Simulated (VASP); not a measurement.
Input:

```yaml
crystal:
  lattice:
    - [1.24913, -2.16355, 0.00000]
    - [1.24913, 2.16355, 0.00000]
    - [0.00000, 0.00000, 6.66122]
  atoms:
    - { symbol: B, position: [0.33333, 0.66667, 0.25000] }
    - { symbol: B, position: [0.66667, 0.33333, 0.75000] }
    - { symbol: N, position: [0.66667, 0.33333, 0.25000] }
    - { symbol: N, position: [0.33333, 0.66667, 0.75000] }
```

Computed with SCAN meta-GGA, VASP's PBE PAW potentials (set 64) (plane waves; VASP). Run with 520 eV cut-off, 11×11×4 Γ-centred mesh, tetrahedra with Blöchl corrections, potentials B N.

### Question
Give the energies of bands 3 to 11 at the high-symmetry points, in eV from the valence-band maximum.

### Answer

```
band      Γ      M      K      A      L      H
----  -----  -----  -----  -----  -----  -----
3     -6.45  -9.34  -8.30  -5.50  -9.31  -8.22
4     -4.30  -9.27  -8.14  -5.50  -9.31  -8.22
5     -1.39  -4.34  -7.54  -1.37  -4.31  -7.54
6     -1.39  -4.28  -7.54  -1.37  -4.31  -7.54
7     -1.35  -1.49  -0.10  -1.37  -0.96  -0.03
8     -1.35  -0.48  -0.10  -1.37  -0.96  -0.03
9      5.50   4.77   5.46   7.99   5.25   5.23
10    10.94   6.22   5.46   7.99   5.25   5.23
11    12.34  10.19  11.18  12.40  10.63  12.45
```

The gap is indirect, 4.77 eV, from the valence maximum at (0.36, 0.27, 0.00) to the conduction minimum at M.

The compound is BN in the hex structure. It was relaxed first.
